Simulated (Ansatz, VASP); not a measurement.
# GaP: VASP beside Ansatz

One calculation is typed for both programs; each brings its own data sets. How far apart do they land? The cell is taken from a series of runs on this material, whose earlier steps may have relaxed, scaled, displaced or heated it; both programs get it as it stands.

Method: plane waves, with VASP 6.6.1 beside it; G0W0 gap at LDA, in Ansatz 0.2.0.

## (1) Set-up

The structure is trigonal, space group R3m (No. 160). The conventional cell has a = 3.816 Å, b = 3.816 Å, c = 9.478 Å, α = 90.00°, β = 90.00°, γ = 120.00°. Nearest to Ga lie 4 P at 2.34 to 2.36 Å. Nearest to P lie 4 Ga at 2.34 to 2.36 Å. Farther neighbours are not listed.

Coordinates:

```
Ga P
1.0
    -1.90777   -1.10145    3.15925
     1.90777   -1.10145    3.15925
     0.00000    2.20291    3.15925
Ga P
1 1
Direct
  0.99939 0.99939 0.99939
  0.75061 0.75061 0.75061
```

## (2) VASP: G0W0 gap, LDA

Quasiparticle shifts depend on high empty states and on the cores, so they are the hardest test of two PAW sets.

Lines of VASP's logs that name or quote its potential files are left out, and so is its time.

The run reads the wave functions of an earlier VASP run, which isn't shown here.

File INCAR:

```
SYSTEM = GaP
PREC = Accurate
ENCUT = 430
ISMEAR = 0
SIGMA = 0.01
LREAL = .FALSE.
GGA = CA
NBANDS = 176
ALGO = EVGW0
NELMGW = 1
ENCUTGW = 150
NOMEGA = 64
PRECFOCK = Fast
NBANDSGW = 24
LWAVE = .FALSE.
LCHARG = .FALSE.
```

File POSCAR:

```
GaP
1.0
   -1.9077723299     -1.1014528666      3.1592454139
    1.9077723299     -1.1014528666      3.1592454139
    0.0000000000      2.2029057381      3.1592454121
Ga P
1 1
Direct
    0.9993888914      0.9993888914      0.9993888914
    0.7506111086      0.7506111086      0.7506111086
```

File KPOINTS:

```
Automatic mesh
0
Gamma
6 6 6
0 0 0
```

PAW data sets: Ga_d_GW and P_GW (LDA family, release 64).

Run with:

```console
mpirun -np 8 vasp_std
```

Numbers of over 12 decimals in the logs are rounded to 6 here.

Output:

```text
[banner, memory and clock lines left out]
running    8 mpi-ranks, on    1 nodes
 distrk:  each k-point on    8 cores,    1 groups
 distr:  one band on    1 cores,    8 groups

 POSCAR found type information on POSCAR GaP
 POSCAR found :  2 types and       2 ions
|                                                                             |
|           W    W    AA    RRRRR   N    N  II  N    N   GGGG   !!!           |
|           W    W   A  A   R    R  NN   N  II  NN   N  G    G  !!!           |
|           W    W  A    A  R    R  N N  N  II  N N  N  G       !!!           |
|           W WW W  AAAAAA  RRRRR   N  N N  II  N  N N  G  GGG   !            |
|           WW  WW  A    A  R   R   N   NN  II  N   NN  G    G                |
|           W    W  A    A  R    R  N    N  II  N    N   GGGG   !!!           |
|                                                                             |
|     For optimal performance we recommend to set                             |
|       NCORE = 2 up to number-of-cores-per-socket                            |
|     NCORE specifies how many cores store one orbital (NPAR=cpu/NCORE).      |
|     This setting can greatly improve the performance of VASP for DFT.       |
|     The default, NCORE=1 might be grossly inefficient on modern             |
|     multi-core architectures or massively parallel machines. Do your        |
|     Unfortunately you need to use the default for GW and RPA                |
|     calculations (for HF NCORE is supported but not extensively tested      |
|     yet).                                                                   |
|                                                                             |

|                                                                             |
|           W    W    AA    RRRRR   N    N  II  N    N   GGGG   !!!           |
|           W    W   A  A   R    R  NN   N  II  NN   N  G    G  !!!           |
|           W    W  A    A  R    R  N N  N  II  N N  N  G       !!!           |
|           W WW W  AAAAAA  RRRRR   N  N N  II  N  N N  G  GGG   !            |
|           WW  WW  A    A  R   R   N   NN  II  N   NN  G    G                |
|           W    W  A    A  R    R  N    N  II  N    N   GGGG   !!!           |
|                                                                             |
|     The default for ENCUTGWSOFT is different in this version of VASP.       |
|     please manually set ENCUTGWSOFT =150 in the INCAR file.                 |
|                                                                             |

 LDA part: xc-table for (Slater(with rela. corr.)+CA(PZ))
 , standard interpolation
 found WAVECAR, reading the header
 POSCAR, INCAR and KPOINTS ok, starting setup
 FFT: planning ... GRIDC
 FFT: planning ... GRID_SOFT
 FFT: planning ... GRID
 reading WAVECAR
 the WAVECAR file was read successfully
 initial charge from wavefunction
 available memory per node:     81.61 GB, setting MAXMEM to     83569

 The Fermi energy was updated, please check that it is located mid-gap
 values below the HOMO (VB) or above the LUMO (CB) will cause erroneous energies
 E-fermi :   5.0670

 calculate exact exchange contribution
 the WAVEDER file was read successfully
energies w=
    0.000    0.000    0.441    0.000    0.880    0.000    1.318    0.000
    1.752    0.000    2.183    0.000    2.610    0.000    3.031    0.000
    3.448    0.000    3.859    0.000    4.264    0.000    4.663    0.000
    5.057    0.000    5.446    0.000    5.829    0.000    6.209    0.000
    6.584    0.000    6.956    0.000    7.325    0.000    7.692    0.000
    8.058    0.000    8.424    0.000    8.789    0.000    9.155    0.000
    9.524    0.000    9.895    0.000   10.271    0.000   10.652    0.000
   11.038    0.000   11.432    0.000   11.836    0.000   12.249    0.000
   12.675    0.000   13.114    0.000   13.569    0.000   14.043    0.000
   14.537    0.000   15.054    0.000   15.599    0.000   16.175    0.000
   16.785    0.000   17.436    0.000   18.133    0.000   18.884    0.000
   19.696    0.000   20.581    0.000   21.550    0.000   22.618    0.000
   23.805    0.000   25.132    0.000   26.630    0.000   28.337    0.000
   30.301    0.000   32.589    0.000   35.289    0.000   38.526    0.000
   42.476    0.000   47.405    0.000   53.726    0.000   62.114    0.000
   73.770    0.000   91.034    0.000  119.171    0.000  173.030    0.000
 responsefunction array rank=     176
 LDA part: xc-table for (Slater(with rela. corr.)+CA(PZ))
 , standard interpolation

 min. memory requirement per mpi rank    329.2 MB, per node   2633.8 MB

 allocating   8 responsefunctions rank=   176
 shmem allocating  64 responsefunctions rank=   176
 response function shared by NCSHMEM nodes    1
 Doing            8  frequencies on each core in blocks of           64
NQ=   1    0.0000    0.0000    0.0000,
|.........|.........|.........|.........|.........|.........|.........|.........
 performed        919000 updates of chi_q(r,r)
 total number of BLAS operations        210.12 Gflops
NQ=   2    0.1667   -0.0000    0.0000,
|.........|.........|.........|.........|.........|.........|.........|.........
 performed       2776000 updates of chi_q(r,r)
 total number of BLAS operations        619.58 Gflops
NQ=   3    0.3333    0.0000    0.0000,
[...]
|.........|.........|.........|.........|.........|.........|.........|.........
 performed       5966000 updates of chi_q(r,r)
 total number of BLAS operations       1286.95 Gflops
NQ=   5    0.1667    0.1667    0.0000,
|.........|.........|.........|.........|.........|.........|.........|.........
 performed       7823000 updates of chi_q(r,r)
 total number of BLAS operations       1696.40 Gflops
NQ=   6    0.3333    0.1667    0.0000,
|.........|.........|.........|.........|.........|.........|.........|.........
 performed      10297000 updates of chi_q(r,r)
 total number of BLAS operations       2215.83 Gflops
NQ=   7    0.5000    0.1667    0.0000,
|.........|.........|.........|.........|.........|.........|.........|.........
 performed      12771000 updates of chi_q(r,r)
 total number of BLAS operations       2774.46 Gflops
NQ=   8   -0.3333    0.1667    0.0000,
|.........|.........|.........|.........|.........|.........|.........|.........
 performed      15245000 updates of chi_q(r,r)
 total number of BLAS operations       3300.32 Gflops
NQ=   9   -0.1667    0.1667    0.0000,
|.........|.........|.........|.........|.........|.........|.........|.........
 performed      17212000 updates of chi_q(r,r)
 total number of BLAS operations       3713.34 Gflops
NQ=  10    0.3333    0.3333    0.0000,
|.........|.........|.........|.........|.........|.........|.........|.........
 performed      19069000 updates of chi_q(r,r)
 total number of BLAS operations       4142.76 Gflops
NQ=  11    0.5000    0.3333    0.0000,
|.........|.........|.........|.........|.........|.........|.........|.........
 performed      21543000 updates of chi_q(r,r)
 total number of BLAS operations       4714.76 Gflops
NQ=  12   -0.3333    0.3333    0.0000,
|.........|.........|.........|.........|.........|.........|.........|.........
 performed      23510000 updates of chi_q(r,r)
 total number of BLAS operations       5180.34 Gflops
NQ=  13    0.5000    0.5000    0.0000,
|.........|.........|.........|.........|.........|.........|.........|.........
 performed      24843000 updates of chi_q(r,r)
 total number of BLAS operations       5503.34 Gflops
NQ=  14    0.1667    0.1667    0.1667,
|.........|.........|.........|.........|.........|.........|.........|.........
 performed      25965000 updates of chi_q(r,r)
 total number of BLAS operations       5765.90 Gflops
NQ=  15    0.3333    0.1667    0.1667,
|.........|.........|.........|.........|.........|.........|.........|.........
 performed      27822000 updates of chi_q(r,r)
 total number of BLAS operations       6146.29 Gflops
NQ=  16    0.5000    0.1667    0.1667,
|.........|.........|.........|.........|.........|.........|.........|.........
 performed      29679000 updates of chi_q(r,r)
 total number of BLAS operations       6545.93 Gflops
NQ=  17   -0.3333    0.1667    0.1667,
|.........|.........|.........|.........|.........|.........|.........|.........
 performed      31536000 updates of chi_q(r,r)
 total number of BLAS operations       6965.31 Gflops
NQ=  18   -0.1667    0.1667    0.1667,
|.........|.........|.........|.........|.........|.........|.........|.........
 performed      33393000 updates of chi_q(r,r)
 total number of BLAS operations       7355.27 Gflops
NQ=  19    0.3333    0.3333    0.1667,
|.........|.........|.........|.........|.........|.........|.........|.........
 performed      35250000 updates of chi_q(r,r)
 total number of BLAS operations       7745.22 Gflops
NQ=  20    0.5000    0.3333    0.1667,
|.........|.........|.........|.........|.........|.........|.........|.........
 performed      37724000 updates of chi_q(r,r)
 total number of BLAS operations       8277.56 Gflops
NQ=  21   -0.3333    0.3333    0.1667,
|.........|.........|.........|.........|.........|.........|.........|.........
 performed      40198000 updates of chi_q(r,r)
 total number of BLAS operations       8842.86 Gflops
NQ=  22   -0.1667    0.3333    0.1667,
|.........|.........|.........|.........|.........|.........|.........|.........
 performed      42672000 updates of chi_q(r,r)
 total number of BLAS operations       9381.71 Gflops
NQ=  23    0.5000    0.5000    0.1667,
|.........|.........|.........|.........|.........|.........|.........|.........
 performed      44529000 updates of chi_q(r,r)
 total number of BLAS operations       9801.08 Gflops
NQ=  24   -0.3333    0.5000    0.1667,
|.........|.........|.........|.........|.........|.........|.........|.........
 performed      47003000 updates of chi_q(r,r)
 total number of BLAS operations      10346.49 Gflops
NQ=  25   -0.1667    0.5000    0.1667,
|.........|.........|.........|.........|.........|.........|.........|.........
 performed      49071000 updates of chi_q(r,r)
 total number of BLAS operations      10813.55 Gflops
NQ=  26   -0.3333   -0.3333    0.1667,
|.........|.........|.........|.........|.........|.........|.........|.........
 performed      50928000 updates of chi_q(r,r)
 total number of BLAS operations      11232.93 Gflops
NQ=  27    0.3333    0.3333    0.3333,
|.........|.........|.........|.........|.........|.........|.........|.........
 performed      52050000 updates of chi_q(r,r)
 total number of BLAS operations      11477.38 Gflops
NQ=  28    0.5000    0.3333    0.3333,
|.........|.........|.........|.........|.........|.........|.........|.........
 performed      53907000 updates of chi_q(r,r)
 total number of BLAS operations      11886.83 Gflops
NQ=  29   -0.3333    0.3333    0.3333,
|.........|.........|.........|.........|.........|.........|.........|.........
 performed      55764000 updates of chi_q(r,r)
 total number of BLAS operations      12326.42 Gflops
NQ=  30    0.5000    0.5000    0.3333,
|.........|.........|.........|.........|.........|.........|.........|.........
 performed      57621000 updates of chi_q(r,r)
 total number of BLAS operations      12745.80 Gflops
NQ=  31   -0.3333    0.5000    0.3333,
|.........|.........|.........|.........|.........|.........|.........|.........
 performed      59689000 updates of chi_q(r,r)
 total number of BLAS operations      13212.86 Gflops
NQ=  32    0.5000    0.5000    0.5000,
|.........|.........|.........|.........|.........|.........|.........|.........
 performed      60608000 updates of chi_q(r,r)
 total number of BLAS operations      13420.51 Gflops
 resolving degeneracies of screened two electron integrals

 calculate QP shifts <psi_nk| G(iteration)W_0 |psi_nk>: iteration 1
 entering main loop
```

From OUTCAR (step 2):

```text
ion  position               nearest neighbor table
   1  0.999  0.999  0.999-   2 2.34   2 2.34   2 2.34   2 2.36
   2  0.751  0.751  0.751-   1 2.34   1 2.34   1 2.34   1 2.36

  LATTYP: Found a trigonal (rhomboedric) cell.
 ALAT       =     3.8514445686
 COS(alpha) =     0.5092777123

 Subroutine GETGRP returns: Found  6 space group operations
 (whereof  6 operations were pure point group operations)

The static configuration has the point symmetry C_3v.

 Found     32 irreducible k-points:

   k-points           NKPTS =     32   k-points in BZ     NKDIM =    216   number of bands    NBANDS=    176

   dimension x,y,z NGX =    28 NGY =   28 NGZ =   28
   dimension x,y,z NGXF=    56 NGYF=   56 NGZF=   56

   ENCUT  =  430.0 eV  31.60 Ry    5.62 a.u.   6.51  6.51  6.51*2*pi/ulx,y,z

   NELECT =      18.0000    total number of electrons

  energy-cutoff  :      430.00
  volume of cell :       39.83
      direct lattice vectors                 reciprocal lattice vectors
    -1.907772330 -1.101452867  3.159245414    -0.262085780 -0.151315296  0.105510427
     1.907772330 -1.101452867  3.159245414     0.262085780 -0.151315296  0.105510427
     0.000000000  2.202905738  3.159245412     0.000000000  0.302630592  0.105510427

 k-points in reciprocal lattice and weights: Automatic mesh
   0.00000000  0.00000000  0.00000000       0.005
   0.16666667 -0.00000000  0.00000000       0.028
   0.33333333  0.00000000  0.00000000       0.028
   0.50000000 -0.00000000  0.00000000       0.014
   0.16666667  0.16666667  0.00000000       0.028
   0.33333333  0.16666667  0.00000000       0.056
   0.50000000  0.16666667  0.00000000       0.056
  -0.33333333  0.16666667  0.00000000       0.056
  -0.16666667  0.16666667  0.00000000       0.028
[...]
-0.33333333  0.50000000  0.33333333       0.028
   0.50000000  0.50000000  0.50000000       0.005

 E-fermi :   5.0670

 QP shifts <psi_nk| G(iteration)W_0 |psi_nk>: iteration 1
 for sc-GW calculations column KS-energies equals QP-energies in previous step
 and V_xc(KS)=  KS-energies - (<T + V_ion + V_H > + <T+V_H+V_ion>^1  + <V_x>^1)
 k-point   1 :       0.0000    0.0000    0.0000
  band No.  KS-energies  QP-energies   sigma(KS)   V_xc(KS)     V^pw_x(r,r')   Z            occupation Imag(sigma)
    ...
      6      -8.3008      -8.6386     -12.1089     -11.5773     -18.7069       0.6355       2.0000       0.9672
      7       4.2585       3.8214     -13.3679     -12.7941     -14.3100       0.7619       2.0000       0.0314
      8       4.3695       3.9328     -13.4126     -12.8401     -14.3540       0.7628       2.0000       0.0314
      9       4.3695       3.9328     -13.4126     -12.8401     -14.3540       0.7628       2.0000       0.0314
     10       6.0889       6.6553     -11.2858     -12.0222      -7.2129       0.7692       0.0000      -0.0408
     11       8.0127       8.4138     -10.3402     -10.8622      -6.0084       0.7683       0.0000      -0.0511
     12       8.1670       8.5703     -10.3623     -10.8880      -5.9870       0.7674       0.0000      -0.0525
     13       8.1670       8.5703     -10.3623     -10.8880      -5.9870       0.7674       0.0000      -0.0525
    ...

 k-point   2 :       0.1667   -0.0000    0.0000
  band No.  KS-energies  QP-energies   sigma(KS)   V_xc(KS)     V^pw_x(r,r')   Z            occupation Imag(sigma)
    ...
      6      -7.9344      -8.3012     -12.3247     -11.7544     -18.8112       0.6432       2.0000       0.9301
      7       1.9139       1.5076     -12.7380     -12.1918     -14.3712       0.7438       2.0000       0.0484
      8       3.8854       3.4441     -13.1434     -12.5636     -14.1711       0.7611       2.0000       0.0324
      9       3.9723       3.5298     -13.1838     -12.6029     -14.2155       0.7619       2.0000       0.0325
     10       6.6244       7.1179     -10.8417     -11.4833      -6.7476       0.7691       0.0000      -0.0443
     11       8.5945       8.9957     -10.5129     -11.0404      -6.0060       0.7605       0.0000      -0.0580
     12       8.7274       9.1315     -10.5268     -11.0590      -5.9735       0.7593       0.0000      -0.0604
     13       9.3186       9.7135     -10.8868     -11.4118      -6.1864       0.7522       0.0000      -0.0713
    ...

 k-point   3 :       0.3333    0.0000    0.0000
  band No.  KS-energies  QP-energies   sigma(KS)   V_xc(KS)     V^pw_x(r,r')   Z            occupation Imag(sigma)
    ...
      6      -6.9518      -7.3700     -12.7880     -12.1611     -18.9576       0.6671       2.0000       0.8280
      7      -0.9777      -1.4033     -12.1933     -11.5926     -15.2528       0.7084       2.0000       0.1594
      8       3.3393       2.8759     -12.9615     -12.3499     -14.1904       0.7576       2.0000       0.0356
      9       3.4068       2.9405     -12.9988     -12.3836     -14.2373       0.7579       2.0000       0.0358
     10       6.0798       6.5456     -10.6445     -11.2465      -6.7206       0.7738       0.0000      -0.0434
     11       8.9941       9.3773     -10.2976     -10.8027      -5.6744       0.7587       0.0000      -0.0672
     12       9.0721       9.4559     -10.2835     -10.7903      -5.6251       0.7574       0.0000      -0.0701
     13      11.8245      12.1509     -10.2976     -10.7412      -4.6843       0.7359       0.0000      -0.1822
    ...

 k-point   4 :       0.5000   -0.0000    0.0000
  band No.  KS-energies  QP-energies   sigma(KS)   V_xc(KS)     V^pw_x(r,r')   Z            occupation Imag(sigma)
    ...
      6      -6.1421      -6.5914     -13.2860     -12.6255     -19.2268       0.6802       2.0000       0.7389
      7      -2.4640      -2.8693     -11.6458     -11.0673     -15.3465       0.7006       2.0000       0.2836
      8       3.1265       2.6525     -12.9161     -12.2891     -14.2313       0.7560       2.0000       0.0367
      9       3.1851       2.7079     -12.9509     -12.3197     -14.2777       0.7560       2.0000       0.0370
     10       5.8469       6.3048     -10.6597     -11.2510      -6.8064       0.7745       0.0000      -0.0426
     11       8.8920       9.2579     -10.1083     -10.5884      -5.5402       0.7622       0.0000      -0.0675
     12       8.9579       9.3250     -10.0984     -10.5812      -5.4966       0.7603       0.0000      -0.0700
     13      12.3816      12.5419      -8.5889      -8.8035      -3.0371       0.7469       0.0000      -0.2097
    ...

[... 4 further parts left out ...]
```

(Continued in part 2 of 2.)

[Lines on the potential files, build, host, timing and source positions are cut from VASP's logs without a mark.]

[Logs are printed without paths, hosts, clocks, repeated set-up lines and the standing remarks that a program may print on its own settings, such as how far it seeks lower states.]

[Hosts, paths, dates, database ids (printed as entryN), source tags and the programs' standing remarks are cut or masked in the printed files.]
